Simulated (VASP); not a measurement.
Given:

```xyz
5
Lattice="5.6365 0.0000 0.0000 0.0000 5.6365 0.0000 0.0000 0.0000 5.6365" Properties=species:S:1:pos:R:3 pbc="T T T"
Cs     0.0000     0.0000     0.0000
Pb     2.8182     2.8182     2.8182
Cl     2.8182     0.0000     2.8182
Cl     0.0000     2.8182     2.8182
Cl     2.8182     2.8182     0.0000
```

Method: vdW-DF-cx, VASP's PBE PAW potentials (set 64) (plane waves; VASP). Run with 520 eV cut-off, 5×5×5 Γ-centred mesh, tetrahedra with Blöchl corrections, potentials Cs_sv Pb_d Cl.

Question: Predict the energy per atom (σ→0).

Answer: 
The energy per atom (σ→0) is -1.315 eV/atom.

The compound is CsPbCl3 in the cubic perovskite structure, the ideal cubic form; the compound distorts at low or room temperature. It was relaxed first.
